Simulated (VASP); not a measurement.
Given:

```
WC
1.0
    1.45364    -2.51777     0.00000
    1.45364     2.51777     0.00000
    0.00000     0.00000     2.84274
W C
1 1
Direct
  0.00000   0.00000   0.00000
  0.33333   0.66667   0.50000
```

Method: revTPSS meta-GGA, VASP's PBE PAW potentials (set 64) (plane waves; VASP 6.6.1). Settings: 520 eV cut-off, 16×16×14 Γ-centred mesh, tetrahedra with Blöchl corrections, potentials W_sv C.

Give the energies of bands 6 to 12 at the high-symmetry points, in eV from the Fermi level.

| band | Γ | M | K | A | L | H |
|---|---|---|---|---|---|---|
| 6 | -4.32 | -7.08 | -6.53 | -8.62 | -6.45 | -7.25 |
| 7 | -3.29 | -3.59 | -4.64 | -1.92 | -4.27 | -5.40 |
| 8 | -3.29 | -3.57 | -3.39 | -1.92 | -4.25 | -1.60 |
| 9 | 0.18 | -0.38 | 0.66 | -0.55 | 0.28 | -0.66 |
| 10 | 3.31 | 2.42 | 1.07 | -0.55 | 4.49 | 4.44 |
| 11 | 3.31 | 4.58 | 2.15 | 3.72 | 5.31 | 6.43 |
| 12 | 5.75 | 4.96 | 3.22 | 4.65 | 6.70 | 7.67 |

It has no gap at this level: it comes out as a metal or semimetal.

The compound is WC in the wc structure. It was relaxed first.
